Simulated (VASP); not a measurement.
These are PBE GGA, VASP's PBE PAW potentials (set 64) (plane waves; VASP) values and carry that method's errors.

A VASP calculation is set up with these files.

### POSCAR
```
FeO
1
    0.0000000000     2.1491170000     2.1491170000
    2.1491170000     0.0000000000     2.1491170000
    2.1491170000     2.1491170000     0.0000000000
Fe O
1 1
Direct
  0.0000000000   0.0000000000   0.0000000000
  0.5000000000   0.5000000000   0.5000000000
```

**INCAR**
```
! general
SYSTEM  = FeO
PREC    = Accurate
ENCUT   = 320
LREAL   = .FALSE.
LASPH   = .TRUE.

! electronic loop
EDIFF   = 1E-04
NELM    = 100
ALGO    = Normal
LMAXMIX = 4

! smearing
ISMEAR  = 0
SIGMA   = 0.2

! functional
GGA     = PE

! ions
IBRION  = 2
NSW     = 50
ISIF    = 3
EDIFFG  = -0.01

! output
LWAVE   = .FALSE.
LCHARG  = .FALSE.
```

**KPOINTS**
```
kpoints
0
Gamma
2 2 2
0 0 0
```

POTCAR, in this order: Fe O (PBE.64 set). Program: vasp_std.

The run wrote:

File OSZICAR:
```
       N       E                     dE             d eps       ncg     rms          rms(c)
DAV:   1     0.660039311971E+02    0.66004E+02   -0.57955E+03    66   0.114E+03
DAV:   2    -0.111068347148E+02   -0.77111E+02   -0.70889E+02    66   0.257E+02
DAV:   3    -0.161055327001E+02   -0.49987E+01   -0.48270E+01    84   0.682E+01
DAV:   4    -0.161614031542E+02   -0.55870E-01   -0.55835E-01    69   0.793E+00
DAV:   5    -0.161618491236E+02   -0.44597E-03   -0.44596E-03    81   0.705E-01    0.130E+01
DAV:   6    -0.157744442168E+02    0.38740E+00   -0.32622E+01    69   0.764E+01    0.164E+01
DAV:   7    -0.137300088243E+02    0.20444E+01   -0.18303E+01    77   0.478E+01    0.446E+00
DAV:   8    -0.136701649087E+02    0.59844E-01   -0.45188E-01    77   0.725E+00    0.115E+00
DAV:   9    -0.136586342529E+02    0.11531E-01   -0.36219E-02    77   0.238E+00    0.352E-01
DAV:  10    -0.136585758217E+02    0.58431E-04   -0.47552E-03    77   0.832E-01    0.790E-02
DAV:  11    -0.136586053653E+02   -0.29544E-04   -0.44489E-04    57   0.213E-01
   1 F= -.13658605E+02 E0= -.13565559E+02  d E =-.136586E+02
       N       E                     dE             d eps       ncg     rms          rms(c)
DAV:   1    -0.305129261316E+02   -0.16854E+02   -0.44333E+02    69   0.303E+02    0.577E+01
DAV:   2    -0.147649529126E+02    0.15748E+02   -0.41514E+01    69   0.116E+02    0.128E+01
DAV:   3    -0.131101421308E+02    0.16548E+01   -0.81270E+00    69   0.403E+01    0.770E+00
DAV:   4    -0.124466015141E+02    0.66354E+00   -0.12677E+00    77   0.215E+01    0.320E+00
DAV:   5    -0.122994497311E+02    0.14715E+00   -0.29815E-01    77   0.957E+00    0.142E+00
DAV:   6    -0.122803756609E+02    0.19074E-01   -0.10132E-01    66   0.597E+00    0.420E-01
DAV:   7    -0.122799029049E+02    0.47276E-03   -0.43598E-03    85   0.114E+00    0.316E-01
DAV:   8    -0.122798868097E+02    0.16095E-04   -0.40112E-04    63   0.369E-01
   2 F= -.12279887E+02 E0= -.12214067E+02  d E =0.137872E+01
       N       E                     dE             d eps       ncg     rms          rms(c)
DAV:   1    -0.209141095831E+02   -0.86342E+01   -0.21293E+02    66   0.261E+02    0.225E+01
DAV:   2    -0.151143835422E+02    0.57997E+01   -0.12771E+01    69   0.540E+01    0.141E+01
DAV:   3    -0.144138319677E+02    0.70055E+00   -0.16768E+00    66   0.154E+01    0.562E+00
DAV:   4    -0.143468153481E+02    0.67017E-01   -0.20854E-01    69   0.563E+00    0.250E+00
DAV:   5    -0.143143310494E+02    0.32484E-01   -0.87528E-02    66   0.509E+00    0.618E-01
DAV:   6    -0.143132889119E+02    0.10421E-02   -0.29762E-03    66   0.643E-01    0.262E-01
DAV:   7    -0.143132258015E+02    0.63110E-04   -0.13337E-04    36   0.169E-01
   3 F= -.14313226E+02 E0= -.14245444E+02  d E =-.654620E+00
       N       E                     dE             d eps       ncg     rms          rms(c)
DAV:   1    -0.143285413618E+02   -0.15252E-01   -0.29266E-01    66   0.883E+00    0.853E-01
DAV:   2    -0.143190875746E+02    0.94538E-02   -0.24534E-02    69   0.245E+00    0.346E-01
DAV:   3    -0.143181906621E+02    0.89691E-03   -0.26492E-03    66   0.510E-01    0.153E-01
DAV:   4    -0.143180571916E+02    0.13347E-03   -0.30491E-04    49   0.281E-01    0.891E-02
DAV:   5    -0.143179752261E+02    0.81966E-04   -0.70277E-05    36   0.132E-01
   4 F= -.14317975E+02 E0= -.14250634E+02  d E =-.659370E+00
       N       E                     dE             d eps       ncg     rms          rms(c)
DAV:   1    -0.143206221315E+02   -0.25649E-02   -0.60926E-02    66   0.405E+00    0.391E-01
DAV:   2    -0.143186656306E+02    0.19565E-02   -0.50182E-03    69   0.111E+00    0.160E-01
DAV:   3    -0.143184766765E+02    0.18895E-03   -0.55006E-04    66   0.234E-01    0.668E-02
DAV:   4    -0.143184496632E+02    0.27013E-04   -0.50713E-05    33   0.114E-01
   5 F= -.14318450E+02 E0= -.14251298E+02  d E =-.659844E+00
       N       E                     dE             d eps       ncg     rms          rms(c)
DAV:   1    -0.143206103970E+02   -0.21337E-02   -0.77099E-02    66   0.454E+00    0.434E-01
DAV:   2    -0.143181175601E+02    0.24928E-02   -0.64355E-03    69   0.125E+00    0.181E-01
DAV:   3    -0.143178863684E+02    0.23119E-03   -0.70145E-04    66   0.264E-01    0.786E-02
DAV:   4    -0.143178507189E+02    0.35650E-04   -0.72422E-05    33   0.140E-01
   6 F= -.14317851E+02 E0= -.14250452E+02  d E =0.598944E-03
       N       E                     dE             d eps       ncg     rms          rms(c)
DAV:   1    -0.143199812823E+02   -0.20949E-02   -0.43728E-02    66   0.341E+00    0.329E-01
DAV:   2    -0.143185777286E+02    0.14036E-02   -0.36866E-03    69   0.950E-01    0.134E-01
DAV:   3    -0.143184472055E+02    0.13052E-03   -0.40057E-04    66   0.200E-01    0.596E-02
DAV:   4    -0.143184273658E+02    0.19840E-04   -0.42925E-05    33   0.110E-01
   7 F= -.14318427E+02 E0= -.14251228E+02  d E =0.222974E-04
       N       E                     dE             d eps       ncg     rms          rms(c)
DAV:   1    -0.143184050222E+02    0.42183E-04   -0.24092E-04    52   0.251E-01    0.238E-02
DAV:   2    -0.143183968188E+02    0.82034E-05   -0.26564E-05    33   0.946E-02
   8 F= -.14318397E+02 E0= -.14251166E+02  d E =0.528444E-04
       N       E                     dE             d eps       ncg     rms          rms(c)
DAV:   1    -0.143184110405E+02   -0.60183E-05   -0.13860E-04    33   0.186E-01    0.162E-02
DAV:   2    -0.143184084716E+02    0.25689E-05   -0.11588E-05    33   0.532E-02
   9 F= -.14318408E+02 E0= -.14251195E+02  d E =0.411916E-04
       N       E                     dE             d eps       ncg     rms          rms(c)
DAV:   1    -0.143184130775E+02   -0.20370E-05   -0.12663E-05    33   0.546E-02    0.878E-03
DAV:   2    -0.143184125106E+02    0.56691E-06   -0.16880E-06    33   0.223E-02
  10 F= -.14318413E+02 E0= -.14251194E+02  d E =0.371526E-04
       N       E                     dE             d eps       ncg     rms          rms(c)
DAV:   1    -0.143188108418E+02   -0.39776E-03   -0.11198E-02    66   0.173E+00    0.169E-01
DAV:   2    -0.143184519745E+02    0.35887E-03   -0.92233E-04    69   0.474E-01    0.698E-02
DAV:   3    -0.143184160104E+02    0.35964E-04   -0.97870E-05    33   0.101E-01
  11 F= -.14318416E+02 E0= -.14251332E+02  d E =-.349985E-05
       N       E                     dE             d eps       ncg     rms          rms(c)
DAV:   1    -0.143185557086E+02   -0.10373E-03   -0.36386E-03    66   0.100E+00    0.847E-02
DAV:   2    -0.143184432251E+02    0.11248E-03   -0.30679E-04    60   0.273E-01    0.302E-02
DAV:   3    -0.143184356572E+02    0.75679E-05   -0.29258E-05    33   0.595E-02
  12 F= -.14318436E+02 E0= -.14251212E+02  d E =-.231466E-04
```

File OUTCAR:
```
------------------------ aborting loop because EDIFF is reached ----------------------------------------
  FORCE on cell =-STRESS in cart. coord.  units (eV):
  Direction    XX          YY          ZZ          XY          YZ          ZX
  --------------------------------------------------------------------------------------
  Total       -0.0016380     -0.0016380     -0.0016380      0.0000000      0.0000000      0.0000000
  in kB       -0.1612761     -0.1612761     -0.1612761      0.0000000      0.0000000      0.0000000
  external PRESSURE =      -0.1612761 kB  Pullay stress =       0.0000000 kB
  volume of cell :       16.27
      direct lattice vectors                 reciprocal lattice vectors
     0.000000000  2.011279538  2.011279538    -0.248597965  0.248597965  0.248597965
     2.011279538  0.000000000  2.011279538     0.248597965 -0.248597965  0.248597965
     2.011279538  2.011279538  0.000000000     0.248597965  0.248597965 -0.248597965
 POSITION                                       TOTAL-FORCE (eV/Angst)
 -----------------------------------------------------------------------------------
      0.00000      0.00000      0.00000        -0.000000     -0.000000     -0.000000
      2.01128      2.01128      2.01128         0.000000      0.000000      0.000000
 -----------------------------------------------------------------------------------
    total drift:                               -0.000000      0.000000     -0.000000
  FREE ENERGIE OF THE ION-ELECTRON SYSTEM (eV)
  ---------------------------------------------------
  free  energy   TOTEN  =       -14.3184356572 eV

  energy  without entropy=      -14.1839876657  energy(sigma->0) =      -14.25121166

 reached required accuracy - stopping structural energy minimisation
```
(Selected blocks of OUTCAR.)

### CONTCAR
```
FeO
   1.00000000000000
     0.0000000000000000    2.0112795380282322    2.0112795380282322
     2.0112795380282322    0.0000000000000000    2.0112795380282322
     2.0112795380282322    2.0112795380282322    0.0000000000000000
  Fe              O
     1     1
Direct
     0.0000000000000000    0.0000000000000000    0.0000000000000000
     0.5000000000000000    0.5000000000000000    0.5000000000000000
```

At this cut-off the stress carries a Pulay error, which pulls relaxed volumes low.  Energy and stress use the plane-wave basis of the starting cell.

The structure comes from a computed database's FeO entry; how it stands against other phases isn't given here. This run relaxes it. Symmetry was kept, so distortions that lower it aren't found. The k-mesh is coarse (spacing up to 1.35 per Å, 2π included), so the numbers may not be converged in it. The run is one of a series of settings (EDIFF = 1E-04, EDIFFG = -0.01, ENCUT = 320, IBRION = 2, ISIF = 3, ISPIN removed, the spin start removed, NSW = 50, KPOINTS 2×2×2 Γ-centred mesh against the base run), some of them coarse on purpose. The run is not spin-polarised, so no magnetic state was tried.
